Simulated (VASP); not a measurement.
The cell holds one KI (rock salt) (110) slab, with vacuum along c, ions free to move until forces fall under 0.03 eV/Å, no reconstruction beyond this cell, dipole correction on. Ionisation potential and electron affinity count from the cell's own band edges, surface states included.

Here is the system:

```xyz
8
Lattice="4.9635 0.0000 0.0000 0.0000 7.0195 0.0000 0.0000 0.0000 24.8198" Properties=species:S:1:pos:R:3 pbc="T T T"
K      0.0000     0.0000     8.9033
K      2.4818     3.5097    11.0301
K      0.0000     0.0000    13.7897
K      2.4818     3.5097    15.9165
I      2.4818     0.0000    11.2318
I      0.0000     3.5097     8.6764
I      2.4818     0.0000    16.1434
I      0.0000     3.5097    13.5880
```

The numbers are results of PBEsol GGA, VASP's PBE PAW potentials (set 64) (plane waves; VASP), not measurements. Settings: 400 eV cut-off, 4×3×1 Γ-centred mesh, Gaussian smearing of 0.050 eV, potentials K_sv I.

Slab and bulk use different k-meshes, so the surface energy is good to a few per cent at best. Unless said otherwise, spin-orbit coupling is left out, though it shifts the bands of the heavy elements here.

Q: Predict its surface energy, ionisation potential, electron affinity, band gap (on the k-mesh).

A: 
The surface energy is 0.19 J/m² and the ionisation potential comes out as 5.44 eV. The electron affinity is 1.88 eV. The band gap (on the k-mesh) is 3.56 eV.

The cell is a thin slab with vacuum, built from KI (rock salt): (110) face.
